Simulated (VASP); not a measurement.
The system is ZnO.

```
Zn O
1.0
     3.25000    0.00000    0.00000
    -1.62500    2.81458    0.00000
     0.00000    0.00000    5.20500
Zn O
2 2
Direct
  0.33333 0.66667 0.00000
  0.66667 0.33333 0.50000
  0.33333 0.66667 0.38200
  0.66667 0.33333 0.88200
```

The cell was built by a generator and needn't be a form met in nature.

The cell isn't the ideal one: cell and atoms relaxed at 0 GPa.

* Program: VASP 6.6.1
* Task: relaxation of cell and atoms
* Functional: LDA
* Potentials or basis: VASP PAW LDA potentials, release 64 (Zn, O)
* Cutoff: 600 eV
* k mesh: 9 × 9 × 6
* Occupations: gaussian, width 0.01 eV
* Spin: no spin polarisation

At the start: pressure -6.3 GPa; volume 11.90 Å³/atom.

**Question.** How do energy, volume and symmetry change on relaxing?

**Answer.** Over 18 steps the energy falls by 10.5 meV/atom and the volume is 11.40 Å³/atom (-4.2 %); space group P6_3mc (No. 186, to 0.05 Å).

Step by step:
```
step  energy change (eV)  largest force (eV/Å)  pressure (GPa)  volume (Å³)
   1              0.0000                0.0380           -6.30        47.61
   2             -0.0258                0.0389            4.45        44.46
   3             -0.0411                0.0380            0.04        45.61
   4             -0.0411                0.0377           -0.08        45.65
   5             -0.0414                0.0252           -0.13        45.65
   6             -0.0418                0.0146           -0.05        45.65
   7             -0.0420                0.0078           -0.08        45.63
   8             -0.0420                0.0090           -0.06        45.63
   9             -0.0420                0.0097           -0.08        45.63
  10             -0.0420                0.0033            0.05        45.59
  11             -0.0420                0.0044            0.03        45.61
  12             -0.0420                0.0059           -0.04        45.61
  13             -0.0420                0.0029            0.03        45.60
  14             -0.0420                0.0019            0.06        45.60
  15             -0.0420                0.0018            0.02        45.60
  16             -0.0420                0.0009            0.04        45.61
  17             -0.0420                0.0002            0.04        45.61
  18             -0.0420                0.0009            0.00        45.62
```

Final structure:
```yaml
crystal:
  lattice:
    - [3.19352, 0.00000, 0.00000]
    - [-1.59676, 2.76567, 0.00000]
    - [0.00000, 0.00000, 5.16465]
  atoms:
    - { symbol: Zn, position: [0.33333, 0.66667, 0.00185] }
    - { symbol: Zn, position: [0.66667, 0.33333, 0.50185] }
    - { symbol: O, position: [0.33333, 0.66667, 0.38015] }
    - { symbol: O, position: [0.66667, 0.33333, 0.88015] }
```
